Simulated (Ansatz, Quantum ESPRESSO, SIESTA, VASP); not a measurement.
# ScZn3 (P1, 8 atoms in the cell) computed with different codes at matched settings

Self-consistent single point, at a second geometry (atoms moved at random). First geometry:

```
CELL_PARAMETERS angstrom
      5.80685     0.00000     0.00000
     -2.90342     5.02888     0.00000
      0.00000     0.00000     4.28978
ATOMIC_POSITIONS crystal
  Sc 0.33333 0.66667 0.75000
  Sc 0.66667 0.33333 0.25000
  Zn 0.84266 0.68533 0.75000
  Zn 0.15734 0.31467 0.25000
  Zn 0.15734 0.84266 0.25000
  Zn 0.84266 0.15734 0.75000
  Zn 0.31467 0.15734 0.75000
  Zn 0.68533 0.84266 0.25000
```

Second geometry:
```
CELL_PARAMETERS angstrom
      5.80685     0.00000     0.00000
     -2.90342     5.02888     0.00000
      0.00000     0.00000     4.28978
ATOMIC_POSITIONS crystal
  Sc 0.35175 0.68152 0.75081
  Sc 0.67150 0.32615 0.23880
  Zn 0.83775 0.69614 0.75644
  Zn 0.16671 0.32299 0.25266
  Zn 0.15997 0.84668 0.26434
  Zn 0.84011 0.15757 0.73721
  Zn 0.30055 0.13561 0.75140
  Zn 0.67165 0.83336 0.24834
```

Shared settings, as Ansatz (a quantum-chemistry and plane-wave program) writes them: kpoints.mp_grid.grid = 5 5 5; scf.occupations.method = fermi_dirac; scf.occupations.width = 0.05 eV. Potentials and cutoffs stand in the table.

```csv
code,model,ΔF from the first geometry (meV/atom),pressure (GPa),largest force (eV/Å),cutoff
Ansatz,"LDA (PW92), PAW files made with PBE",18.5,-2.94,0.920,default
VASP,"LDA (PZ), VASP's LDA PAW potentials (set 64)",18.8,-2.70,0.935,300 eV
SIESTA,"LDA PW92, numerical atomic orbitals DZP, PseudoDojo LDA standard norm-conserving potentials (rewritten from UPF to PSML)",21.7,-12.28,0.910,grid 400 Ry
Quantum ESPRESSO,"LDA (PZ), GBRV 1.5 ultrasoft (LDA) pseudopotentials",18.5,-3.40,0.921,50 Ry
```

Size of the force on each atom (eV/Å): Sizes of forces hide their directions.

| code | Sc1 | Sc2 | Zn3 | Zn4 | Zn5 | Zn6 | Zn7 | Zn8 |
|---|---|---|---|---|---|---|---|---|
| Ansatz | 0.920 | 0.508 | 0.476 | 0.132 | 0.377 | 0.363 | 0.551 | 0.420 |
| VASP | 0.935 | 0.516 | 0.494 | 0.129 | 0.389 | 0.368 | 0.568 | 0.415 |
| SIESTA | 0.910 | 0.513 | 0.457 | 0.516 | 0.622 | 0.585 | 0.671 | 0.800 |
| Quantum ESPRESSO | 0.921 | 0.509 | 0.484 | 0.129 | 0.380 | 0.361 | 0.559 | 0.412 |

The spread over the programs that give each value: ΔF from the first geometry within 3.2 meV/atom; pressure within 9.58 GPa; largest force within 0.025 eV/Å.

SIESTA uses small atom-centred bases, whose incompleteness enters pressures, forces and empty levels differently from a plane-wave cutoff. Ansatz's pressure is given at a fixed set of plane waves, as the other plane-wave codes print theirs; with its correction for the finite basis it is -2.90 GPa. The same LDA comes in different parametrisations, which differ slightly. In the pressure, SIESTA (by 9.35) lies more than 1 GPa from the median of the plane-wave programs. In the force vectors, SIESTA (by 0.443) lies more than 0.08 eV/Å from the median of the plane-wave programs.

VASP's run is marked for a possible Pulay error in its stress at this cutoff; no cutoff test was made.

The starting cell comes from a database of computed structures (which also holds hypothetical and non-ambient phases and stackings), without a prior relaxation at this level. Its lattice was rescaled by a random factor within 2.5 % of one. For this run, on top of that: atoms moved at random.

Keys are those of Ansatz 0.2.
